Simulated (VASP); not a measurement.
## RuCl2: single point with PBE+U

RuCl2:

```xyz
3
Lattice="3.5497 0.0000 0.0000 -1.7748 3.0741 0.0000 0.0000 0.0000 5.7264" Properties=species:S:1:pos:R:3 pbc="T T T"
Ru    0.0000    0.0000    0.0000
Cl    0.0000    2.0494    1.4430
Cl    1.7748    1.0247    4.2833
```

The cell comes from a database or a generator and needn't be the stable form of this composition.

* Program: VASP 6.6.1
* Task: single point
* Functional: PBE
* Potentials or basis: VASP PAW PBE potentials, release 64 (Ru_pv, Cl)
* Cutoff: 520 eV
* k mesh: 6 × 6 × 4
* Occupations: gaussian, width 0.05 eV
* Spin: collinear spin, ferromagnetic start
* Starting moments: [1.0, 0.0, 0.0] μB
* Hubbard terms: Ru d U = 4 eV
* Further INCAR settings: ALGO = Fast; EDIFF = 1e-07; NBANDS = 25

```
Pressure                                              : -2.0 GPa
Largest force                                         : 1.003 eV/Å
Band gap on the k mesh                                : 2.68 eV, indirect (least direct gap 2.80 eV)
Net moment                                            : 0.00 μB per cell
Valence electrons inside the program's atomic spheres : Ru 12.37; Cl 5.09
```

Forces in eV/Å, atoms in the order of the input:
```
Ru   0.000  0.000  0.000
Cl   0.000  0.000 -1.003
Cl   0.000  0.000  1.003
```

Stress tensor (GPa, compression positive):
```
-0.78  0.00  0.00
 0.00 -0.78  0.00
 0.00  0.00 -4.31
```

Levels at points of the mesh, in eV from the valence-band top:
Spin up:
```
           k point  band 12  band 13  band 14  band 15  band 16  band 17
(0.00, 0.00, 0.00)    -1.02    -1.02    -0.71     2.85     2.85     4.69
(0.50, 0.00, 0.00)    -1.22    -0.32    -0.10     3.29     3.54     6.97
(0.00, 0.00, 0.50)    -1.03    -1.03    -0.46     3.04     3.04     6.24
(0.50, 0.00, 0.50)    -1.36    -0.32    -0.10     3.04     3.69     6.35
```
Spin down:
```tsv
k point	band 10	band 11	band 12	band 13	band 14	band 15	band 16	band 17	band 18	band 19
(0.00, 0.00, 0.00)	-1.84	-1.71	-1.02	-1.02	-0.71	2.85	2.85	4.69	6.34	10.38
(0.50, 0.00, 0.00)	-3.38	-2.84	-1.22	-0.32	-0.10	3.29	3.54	6.97	7.03	8.99
(0.00, 0.00, 0.50)	-1.98	-1.98	-1.03	-1.03	-0.46	3.04	3.04	6.24	6.53	10.08
(0.50, 0.00, 0.50)	-2.58	-2.50	-1.36	-0.32	-0.10	3.04	3.69	6.35	6.49	8.72
```

Eigenvalues of the final occupation matrices:
| site | spin | trace | eigenvalues |
| --- | --- | --- | --- |
| site 1 d | 1 | 3.03 | 0.20 0.20 0.88 0.88 0.88 |
| site 1 d | 2 | 3.03 | 0.20 0.20 0.88 0.88 0.88 |

Run time: 44 s on 1 thread of Intel(R) Xeon(R) 6975P-C (Granite Rapids), on a shared host, peak memory 0.24 GiB.

Caveat: forces of over 1 eV/Å show positions far from the minimum, so gaps and moduli don't describe the material at rest. The state reached can hang on the start; a lower one may exist.
